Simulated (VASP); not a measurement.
A VASP calculation is set up with these files.

**INCAR**
```
SYSTEM = NaF
PREC = Accurate
ENCUT = 520
EDIFF = 1E-6
NELM = 100
ALGO = Normal
LREAL = .FALSE.
LASPH = .TRUE.
ISMEAR = 0
SIGMA = 0.05
GGA = PE
LWAVE = .FALSE.
LCHARG = .FALSE.
ISIF = 2
```

**POSCAR**
```
NaF
1
    0.0000000000     2.3150000000     2.3150000000
    2.3150000000     0.0000000000     2.3150000000
    2.3150000000     2.3150000000     0.0000000000
Na F
1 1
Direct
  0.0000000000   0.0000000000   0.0000000000
  0.5000000000   0.5000000000   0.5000000000
```

### KPOINTS
```
Automatic mesh
0
Gamma
9 9 9
0 0 0
```

POTCAR, in this order: Na_pv F (PBE.64 set). Program: vasp_std.

### Question
Write an equivalent input for Quantum ESPRESSO's pw.x.

### Answer
One equivalent input (not run):
```
&CONTROL
  calculation = 'scf'
  pseudo_dir = './pseudo'
  outdir = './out'
  tprnfor = .true.
  tstress = .true.
/
&SYSTEM
  ibrav = 0
  nat = 2
  ntyp = 2
  ecutwfc = 88
  occupations = 'smearing'
  smearing = 'gaussian'
  degauss = 0.003675
  input_dft = 'pbe'
/
&ELECTRONS
  conv_thr = 7.3e-08
  electron_maxstep = 100
/
ATOMIC_SPECIES
  Na 22.990 Na.upf
  F 18.998 F.upf
CELL_PARAMETERS angstrom
     0.0000000    2.3150000    2.3150000
     2.3150000    0.0000000    2.3150000
     2.3150000    2.3150000    0.0000000
ATOMIC_POSITIONS crystal
  Na   0.0000000  0.0000000  0.0000000
  F    0.5000000  0.5000000  0.5000000
K_POINTS automatic
  9 9 9 0 0 0
```
What does not carry over: the potentials are each code's own (VASP's PAW set, PseudoDojo norm-conserving files in pw.x), so ENCUT and ecutwfc are chosen apart and not converted; conv_thr bounds pw.x's estimated SCF error, while EDIFF bounds the energy change between steps.

The compound is NaF in the rock salt structure. The cell was not relaxed at this level.
